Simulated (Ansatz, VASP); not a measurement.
## Two plane-wave programs on Al6SiSe3

```xyz
10
Lattice="6.0900 0.0000 0.0000 0.0000 6.0900 0.0000 0.0000 0.0000 6.0900" Properties=species:S:1:pos:R:3 pbc="T T T"
Al    1.1755    3.0450    3.0450
Al    4.9145    3.0450    3.0450
Al    3.0450    1.1755    3.0450
Al    3.0450    4.9145    3.0450
Al    3.0450    3.0450    1.1755
Al    3.0450    3.0450    4.9145
Si    0.0000    0.0000    0.0000
Se    3.0450    0.0000    0.0000
Se    0.0000    3.0450    0.0000
Se    0.0000    0.0000    3.0450
```

Alike in both runs: functional PBE; k mesh 4 × 4 × 4; occupations gaussian, width 0.1 eV; no spin polarisation.

Ansatz relaxed the structure, and its values are those at the end. VASP's run is a single point on that final structure, the one shown.

|  | VASP | Ansatz |
| --- | --- | --- |
| version | VASP 6.6.1 | Ansatz 0.2.0 |
| potentials or method | VASP PAW PBE potentials, release 64 (Al, Si, Se) | scalar-relativistic, plane waves, PAW |
| plane-wave cutoff (eV) | 520 | 420 |
| valence electrons in the cell | 40 | 70 |

```tsv
	VASP	Ansatz	Ansatz less VASP
gap on the k mesh at the Fermi level (eV)	none	none	-
pressure (GPa)	0.0	0.0	+0.01
```

A gap of «none» marks a metal or a gap that the smearing closes. The two sets of potentials don't hold the same shells in valence.
